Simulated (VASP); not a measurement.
Consider the following.

```
CELL_PARAMETERS angstrom
      1.34300    -2.32614     0.00000
      1.34300     2.32614     0.00000
      0.00000     0.00000     4.23700
ATOMIC_POSITIONS crystal
  Ru 0.33333 0.66667 0.25000
  Ru 0.66667 0.33333 0.75000
```

Method: AM05 GGA, VASP's PBE PAW potentials (set 64) (plane waves; VASP). Settings: 520 eV cut-off, 17×17×10 Γ-centred mesh, tetrahedra with Blöchl corrections, potentials Ru_pv.

**Question.** Estimate the energy per atom (σ→0), band gap (on the k-mesh) with the smallest direct gap where there is one.

**Answer.** 
The band gap (on the k-mesh) comes out as none (metal, semimetal or under 0.01 eV) and the energy per atom (σ→0) comes out as -9.904 eV/atom.

The absolute energy has meaning only against runs of the same code, potentials and settings.

The compound is Ru in the hcp structure. It was relaxed first.
